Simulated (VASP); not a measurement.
These are PBEsol GGA, VASP's PBE PAW potentials (set 64) (plane waves; VASP) values and carry that method's errors.

The input files of a VASP run:

File KPOINTS:
```
Automatic mesh
0
Gamma
15 15 15
0 0 0
```

**POSCAR**
```
Rb
1
   -1.6658630980     1.6658630980     1.6658630980
    1.6658630980    -1.6658630980     1.6658630980
    1.6658630980     1.6658630980    -1.6658630980
Rb
1
Direct
  0.0000000000   1.0000000000   0.0000000000
```

INCAR:
```
EDIFF=1E-6   ! SCF stop (eV)
NSW=40   ! most ionic steps
IBRION=2   ! conjugate gradients
SYSTEM=Rb
PSTRESS=450   ! kbar
LASPH=T   ! aspherical one-centre terms
ALGO=Normal
LREAL=F   ! projection in real space or not
ISIF=3   ! ions, shape and volume
ENCUT=500   ! plane-wave cut-off (eV)
ISMEAR=1   ! Methfessel-Paxton
EDIFFG=-0.02   ! ionic stop
NELM=100
LWAVE=F
LCHARG=F
PREC=Accurate
GGA=PS
SIGMA=0.1   ! width (eV)
LMAXMIX=4   ! l cut-off of mixed one-centre charges
```

POTCAR, in this order: Rb_sv (PBE.64 set). Program: vasp_std.

Problem. What will the output report for the number of irreducible k-points (NKPTS), largest plane-wave count, number of space-group operations, FFT grid (NGX, NGY, NGZ)?

Solution. 
```yaml
number of irreducible k-points (NKPTS): 120
largest_plane_wave_count: 479
number_of_space_group_operations: 48
FFT grid (NGX, NGY, NGZ): 24 × 24 × 24
```

The compound is Rb in the bcc structure. It was relaxed first under an external pressure of 45 GPa.
